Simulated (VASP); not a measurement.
A run of VASP 6.6.1 is set up as follows.

Contents of INCAR:

```
SYSTEM = Sn3P2
  ALGO = Normal
  EDIFF = 1E-7
  EDIFFG = -0.005
  ENCUT = 520
  GGA = PE
  IBRION = 2
  ISIF = 3
  ISMEAR = 0
  KPAR = 4
  LASPH = .True.
  LCHARG = .False.
  LREAL = .False.
  LWAVE = .False.
  NELM = 120
  NSW = 60
  POTIM = 0.3
  PREC = Accurate
  SIGMA = 0.1
```

Contents of KPOINTS:

```
k-points
0
Gamma
  8 8 8
  0 0 0
```

POSCAR

```
Sn3P2                                   
1.0
    2.0266341167      1.1700777537      8.5821005384
   -2.0266341167      1.1700777537      8.5821005384
   -0.0000000000     -2.3401555073      8.5821005384
  Sn              P             
     3     2
Direct
     0.2128750950224449    0.2128750950224449    0.2128750950224449
     0.7871249049775549    0.7871249049775549    0.7871249049775549
     1.0000000000000000    1.0000000000000000    0.0000000000000000
     0.6002230307116049    0.6002230307116049    0.6002230307116049
     0.3997769692883952    0.3997769692883952    0.3997769692883952
```

Potentials or basis: VASP PAW PBE potentials, release 64 (Sn_d, P).

Run with:

```console
$ cat potpaw_PBE.64/Sn_d/POTCAR potpaw_PBE.64/P/POTCAR > POTCAR
$ mpirun -np 4 vasp_std > vasp.out
```

(1) Estimate the band gap on the k mesh.

## Answers

(1) none (metal or under the smearing width).

Caveat: the relaxation stopped at its first step, so nothing moved.
